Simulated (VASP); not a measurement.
**GdNi₂As₂ (space group I4/mmm): computed properties**

All values below come from PBEsol GGA, VASP's PBE PAW potentials (set 64) (plane waves; VASP).

* **space group**: I4/mmm (139)
* **cell**: a = b = 3.991 Å, c = 9.825 Å, α = β = γ = 90.00°
* **volume per atom**: 15.65 Å³/atom
* **band gap (over mesh and band path)**: none (metal, semimetal or under 0.01 eV)
* **cell moment**: 0.00 μB
* **band gap with spin-orbit coupling**: none (metallic)
* **density**: 9.01 g/cm³

```xyz
5
Lattice="-1.9954 1.9954 4.9123 1.9954 -1.9954 4.9123 1.9954 1.9954 -4.9123" Properties=species:S:1:pos:R:3 pbc="T T T"
Gd     0.0000     0.0000     0.0000
Ni     0.0000     1.9954     2.4561
Ni     1.9954     0.0000     2.4561
As     0.0000     0.0000     3.6442
As     0.0000     0.0000     6.1803
```

The 4f electrons are frozen in the core of the lanthanide potential, so 4f levels, which can set the real gap, and their magnetism are missing.

The structure comes from a computed database's GdNi2As2 entry (I4/mmm); how it stands against other phases isn't given here. It was relaxed first. Symmetry was kept, so distortions that lower it aren't found.
